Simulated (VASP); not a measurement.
Input:

```
NiO
1.0
    4.11767     2.05669     2.05669
    2.05669     4.11767     2.05669
    2.05669     2.05669     4.11767
Ni O
2 2
Direct
  0.00000   0.00000   0.00000
  0.50000   0.50000   0.50000
  0.25000   0.25000   0.25000
  0.75000   0.75000   0.75000
```
Starting moments (μB, in the order of the record's atoms Ni Ni O O): 1.3 -1.3 0.0 0.0.

Computed with PBEsol GGA, VASP's PBE PAW potentials (set 64) (plane waves; VASP 6.6.1). Settings: 520 eV cut-off, 10×10×10 Γ-centred mesh, tetrahedra with Blöchl corrections, potentials Ni O.

The cores are frozen, which limits the accuracy of field gradients.

Give the principal components of the electric field gradient (V/Å²) and the asymmetry η at each nucleus.

| atom | Vxx | Vyy | Vzz | η |
|---|---|---|---|---|
| Ni1 | -1.2 | -1.2 | 2.5 | 0.00 |
| Ni2 | -1.2 | -1.2 | 2.5 | 0.00 |
| O3 | 1.9 | 1.9 | -3.7 | 0.00 |
| O4 | 1.9 | 1.9 | -3.7 | 0.00 |

The compound is NiO in the rock salt, AFM-II order structure. It was relaxed first.
